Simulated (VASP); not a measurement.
Runs of VASP 6.6.1 on BN. The structure is hexagonal, space group P6_3/mmc (No. 194). Conventional cell: a = 2.507 Å, b = 2.507 Å, c = 6.574 Å, α = 90.00°, β = 90.00°, γ = 120.00°. Around B (site symmetry -6m2) lie 3 N at 1.45 Å. N (site symmetry -6m2) has 3 B at 1.45 Å as nearest neighbours. 

| task | level | potentials or basis | cell | cutoff (eV) | gap on the mesh (eV) | pressure (GPa) |
| --- | --- | --- | --- | --- | --- | --- |
| band structure | LDA | VASP PAW LDA potentials, release 64 (B, N) | P6_3/mmc, 8.94 Å³/atom | 520 | 4.05 | -4.8 |
| band structure | TB-mBJ | VASP PAW PBE potentials, release 64 (B, N) | P6_3/mmc, 8.94 Å³/atom | 520 | 6.00 | - |
| band structure | PBE+D3(BJ) | VASP PAW PBE potentials, release 64 (B, N) | P6_3/mmc, 8.94 Å³/atom | 520 | 4.25 | (b) |
| band structure | r2SCAN | VASP PAW PBE potentials, release 64 (B, N) | P6_3/mmc, 8.94 Å³/atom | 520 | 4.85 | -0.8 |
| relaxation of cell and atoms | PBE+D3(BJ) | VASP PAW PBE potentials, release 64 (B, N) | relaxed | 600 | (a) | 0.0 |

Alike in all rows: no spin polarisation; k mesh 12 × 12 × 4; smearing gaussian 0.03 eV.

Problem. Fill in the values left out.

Solution. (a) 4.26; (b) 0.1.

Caveats: the PAW data sets were made with another functional, which shifts forces and pressure a little (some runs).

A k mesh can miss the band edges.
